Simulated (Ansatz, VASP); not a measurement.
## One calculation of Ta3S4Br, two programs

```xyz
8
Lattice="5.1550 0.0000 0.0000 0.0000 5.1550 0.0000 0.0000 0.0000 5.1550" Properties=species:S:1:pos:R:3 pbc="T T T"
Ta    0.0000    2.5775    2.5775
Ta    2.5775    0.0000    2.5775
Ta    2.5775    2.5775    0.0000
S     2.5775    0.0000    0.0000
S     2.5775    2.5775    2.5775
S     0.0000    0.0000    2.5775
S     0.0000    2.5775    0.0000
Br    0.0000    0.0000    0.0000
```

Change from the starting cell: species swapped into the Mg3MnO4 type (Pm-3m, No. 221).

Alike in both runs: functional PBE; k mesh 4 × 4 × 4; occupations gaussian, width 0.1 eV; no spin polarisation.

Ansatz relaxed the structure, and its values are those at the end. VASP's run is a single point on that final structure, the one shown.

|  | VASP | Ansatz |
| --- | --- | --- |
| version | VASP 6.6.1 | Ansatz 0.2.0 |
| potentials or method | VASP PAW PBE potentials, release 64 (Ta_pv, S, Br) | scalar-relativistic, plane waves, PAW |
| plane-wave cutoff (eV) | 520 | 420 |
| valence electrons in the cell | 64 | 70 |

```tsv
	VASP	Ansatz	Ansatz less VASP
gap on the k mesh at the Fermi level (eV)	none	none	-
pressure (GPa)	0.1	0.0	-0.12
```

A gap of «none» marks a metal or a gap that the smearing closes. With one functional, cell and mesh, what is left measures potentials, basis and numerics. The two sets of potentials don't hold the same shells in valence.

The runs have no spin-orbit coupling, so splittings on Ta are missing.
